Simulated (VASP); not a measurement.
**Ti2TeS: relaxation of cell and atoms with PBE**

Ti2TeS:

```xyz
4
Lattice="3.7764 0.0000 0.0000 0.0000 3.7764 0.0000 0.0000 0.0000 7.3445" Properties=species:S:1:pos:R:3 pbc="T T T"
Ti    1.8882    1.8882    4.7629
Ti    1.8882    1.8882    2.5816
Te    1.8882    1.8882    0.0000
S     0.0000    0.0000    3.6723
```

The cell was built by a generator and needn't be a form met in nature.

```yaml
Program: VASP 6.6.1
Task: relaxation of cell and atoms
Functional: PBE
Potentials_or_basis: VASP PAW PBE potentials, release 64 (Ti_sv, Te, S)
Cutoff: 520 eV
k_mesh: 4 × 4 × 2
Occupations: gaussian, width 0.15 eV
Spin: no spin polarisation
Further_INCAR_settings: PREC = Normal; ALGO = Fast; EDIFF = 0.0001; IBRION = 2; EDIFFG = -0.08; NSW = 24; ISIF = 3
```

```
Relaxed volume                         : 20.03 Å³/atom
Relaxed cell                           : a = 3.135 Å, b = 3.135 Å, c = 8.155 Å, α = 90.00°, β = 90.00°, γ = 90.00°
Space group after relaxing (to 0.05 Å) : P4/mmm (No. 123)
Energy gained by relaxing              : 397.3 meV/atom
Ionic steps                            : 20
Pressure after relaxing                : -0.2 GPa
Largest force after relaxing           : 0.042 eV/Å
Band gap on the k mesh                 : none (metal or under the smearing width)
```

Forces in eV/Å, atoms in the order of the input:
```
Ti   0.000  0.000 -0.042
Ti   0.000  0.000  0.042
Te   0.000  0.000  0.000
S    0.000  0.000  0.000
```

Stress tensor (GPa, compression positive):
```
-0.11  0.00  0.00
 0.00 -0.11  0.00
 0.00  0.00 -0.22
```

Step by step:
| step | energy change (eV) | largest force (eV/Å) | pressure (GPa) | volume (Å³) |
| --- | --- | --- | --- | --- |
| 1 | 0.0000 | 0.3700 | -5.05 | 104.74 |
| 2 | -0.7501 | 0.2092 | -3.20 | 92.50 |
| 3 | 4.0170 | 8.5242 | 71.74 | 59.17 |
| 4 | 37.9737 | 1.1578 | 2.33 | 88.11 |
| 5 | 0.0862 | 0.9137 | 2.89 | 87.17 |
| 6 | -0.3188 | 4.2770 | 16.18 | 72.66 |
| 7 | -1.0420 | 1.1699 | 0.65 | 85.86 |
| 8 | -1.1128 | 2.1541 | 5.57 | 79.16 |
| 9 | -1.1336 | 1.8006 | 5.12 | 81.36 |
| 10 | -1.3613 | 1.7484 | 3.94 | 79.54 |
| 11 | -1.3602 | 1.6695 | 4.52 | 78.93 |
| 12 | -1.3668 | 1.7842 | 4.25 | 79.26 |
| 13 | -1.5137 | 0.6489 | -1.03 | 82.60 |
| 14 | -1.5203 | 0.4452 | -2.22 | 83.55 |
| 15 | -1.5544 | 0.3314 | -1.51 | 82.10 |
| 16 | -1.5739 | 0.1673 | -0.21 | 80.51 |
| 17 | -1.5757 | 0.0708 | 0.39 | 79.85 |
| 18 | -1.5871 | 0.0771 | 0.54 | 79.39 |
| 19 | -1.5873 | 0.1012 | 0.70 | 79.32 |
| 20 | -1.5893 | 0.0418 | -0.15 | 80.13 |

Final structure:
```cif
data_structure
_symmetry_space_group_name_H-M 'P 1'
_symmetry_Int_Tables_number 1
_cell_length_a 3.1346
_cell_length_b 3.1346
_cell_length_c 8.1555
_cell_angle_alpha 90.000
_cell_angle_beta 90.000
_cell_angle_gamma 90.000
_cell_volume 80.13
loop_
_atom_site_label
_atom_site_type_symbol
_atom_site_fract_x
_atom_site_fract_y
_atom_site_fract_z
_atom_site_occupancy
Ti1 Ti 0.50000 0.50000 0.66527 1
Ti2 Ti 0.50000 0.50000 0.33473 1
Te1 Te 0.50000 0.50000 0.00000 1
S1 S 0.00000 0.00000 0.50000 1
```

Levels at points of the mesh, in eV from the Fermi level:
```
           k point  band 16  band 17  band 18  band 19  band 20  band 21
(0.00, 0.00, 0.00)    -1.70    -0.81     0.48     1.16     1.16     1.45
(0.50, 0.00, 0.00)    -1.30    -0.73    -0.63    -0.25     0.17     0.54
(0.50, 0.50, 0.00)    -2.11    -0.88     0.26     0.32     0.32     1.56
(0.00, 0.00, 0.50)    -1.68    -0.82     0.94     0.94     1.45     2.14
(0.50, 0.00, 0.50)    -1.45    -1.34    -0.57     0.27     0.53     0.69
(0.50, 0.50, 0.50)    -2.84     0.45     0.59     0.59     0.70     0.98
```

Run time: 12 min on 1 thread of Intel(R) Xeon(R) Platinum 8259CL CPU @ 2.50GHz (Skylake/Cascade Lake), on a shared host, peak memory 0.19 GiB.

Caveat: the k mesh is coarse (spacing up to 0.43 Å⁻¹), so the values aren't converged; the volume moved by over 15 % at a fixed basis, so the end points are rough; the relaxation stopped at a loose force limit of 0.08 eV/Å, so its end isn't a converged minimum. The run has no spin-orbit coupling, so splittings on Te are missing.
